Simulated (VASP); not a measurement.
Sc (hcp) is relaxed at rising pressure, each step from the one before. Symmetry mostly holds the structure type, and other phases were not tried. The mesh follows the cell, and a change of mesh leaves a small step in the series.

Here is the system:

Sc has the hexagonal space group P6₃/mmc (No. 194), the hcp (Mg type) structure, Pearson symbol hP2. Conventional cell: a = b = 3.232 Å, c = 4.976 Å, α = β = 90.00°, γ = 120.00°. Sc on 2c is surrounded by 12 Sc at 3.110–3.232 Å (anticuboctahedral). (Neighbours: up to the widest gap in distance over summed covalent radii, below 1.35, at either atom.)

Calculation: LDA (Ceperley-Alder, Perdew-Zunger), VASP's LDA PAW potentials (set 64) (plane waves; VASP 6.6.1). Run with 500 eV cut-off, 13×13×8 Γ-centred mesh, first-order Methfessel-Paxton smearing of 0.10 eV, potentials Sc_sv.

```tsv
P (GPa)	V (Å³/atom)	H − H(0) (eV/atom)	space group	gap on the mesh (eV)	k-mesh
0	22.51	0.000	P6_3/mmc	0.00	13×13×8
5	20.97	0.678	P6_3/mmc	0.00	13×13×8
10	19.76	1.313	P6_3/mmc	0.00	14×14×8
20	17.91	2.487	P6_3/mmc	0.00	14×14×8
30	16.55	3.562	P6_3/mmc	0.00	14×14×8
45	15.02	5.038	P6_3/mmc	0.00	15×15×8
```

Pressures at which the relaxation failed are left out.

The compound is Sc in the hcp structure.
